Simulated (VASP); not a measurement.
Data:

```
CELL_PARAMETERS angstrom
      2.91654     0.00000     0.00000
      0.00000     2.91654     0.00000
      0.00000     0.00000     2.91654
ATOMIC_POSITIONS crystal
  Mn 0.00000 0.00000 0.00000
  Pd 0.50000 0.50000 0.50000
```

Calculation: LDA (Ceperley-Alder, Perdew-Zunger), VASP's LDA PAW potentials (set 64) (plane waves; VASP). Run with 400 eV cut-off, Gaussian smearing of 0.050 eV, potentials Mn_pv Pd.

Question: Predict the band gap (along the path) with the smallest direct gap where there is one.

Answer: 
```json
{
 "band gap (along the path)": "none (metal, semimetal or under 0.01 eV)"
}
```

Total energies compare only between runs with the same potentials, cut-off and functional.

The structure comes from a computed database's MnPd entry (Pm-3m); how it stands against other phases isn't given here. It was relaxed first, which changed the volume by -18 %. The run is not spin-polarised, so no magnetic state was tried. The electron count is odd and the run is not spin-polarised, which forces a metal.
